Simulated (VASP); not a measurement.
VASP ran on this input.

File KPOINTS:
```
Regular mesh
0
Gamma
  7 12 7
```

**POSCAR**
```
MgAl
1
    4.9526181644     0.0000000000    -0.0000000000
    0.0000000000     2.9197611121     0.0000000000
   -0.0000000000     0.0000000000     5.2363049660
Mg Al
2 2
Direct
  0.2500000000   0.5000000000   0.6680063296
  0.7500000000   0.5000000000   0.3319936704
  0.7500000000   0.0000000000   0.8443269860
  0.2500000000   0.0000000000   0.1556730140
```

### INCAR
```
ALGO = Normal
EDIFF = 1E-7
ENCUT = 400
GGA = PS
ISIF = 2
ISMEAR = -5
LASPH = .TRUE.
LCHARG = .TRUE.
LEFG = .TRUE.
LORBIT = 11
LREAL = .FALSE.
LWAVE = .FALSE.
NEDOS = 601
NELM = 100
PREC = Accurate
SYSTEM = MgAl
```

POTCAR, in this order: Mg Al (PBE.64 set). Program: vasp_std.

**Question.** Translate this PBEsol calculation to Quantum ESPRESSO's pw.x.

**Answer.** One equivalent input (not run):
```
&CONTROL
  calculation = 'scf'
  pseudo_dir = './pseudo'
  outdir = './out'
  tprnfor = .true.
  tstress = .true.
/
&SYSTEM
  ibrav = 0
  nat = 4
  ntyp = 2
  ecutwfc = 84
  occupations = 'tetrahedra'
  input_dft = 'pbesol'
/
&ELECTRONS
  conv_thr = 7.3e-09
  electron_maxstep = 100
/
ATOMIC_SPECIES
  Mg 24.305 Mg.upf
  Al 26.982 Al.upf
CELL_PARAMETERS angstrom
     4.9526182    0.0000000   -0.0000000
     0.0000000    2.9197611    0.0000000
    -0.0000000    0.0000000    5.2363050
ATOMIC_POSITIONS crystal
  Mg   0.2500000  0.5000000  0.6680063
  Mg   0.7500000  0.5000000  0.3319937
  Al   0.7500000  0.0000000  0.8443270
  Al   0.2500000  0.0000000  0.1556730
K_POINTS automatic
  7 12 7 0 0 0
```
Limits of the translation: the potentials are each code's own (VASP's PAW set, PseudoDojo norm-conserving files in pw.x), so ENCUT and ecutwfc are chosen apart and not converted; conv_thr bounds pw.x's estimated SCF error, while EDIFF bounds the energy change between steps; the field gradients of LEFG aren't asked of the other code.

The structure comes from a computed database's MgAl entry (Pmma); how it stands against other phases isn't given here. It was relaxed first.
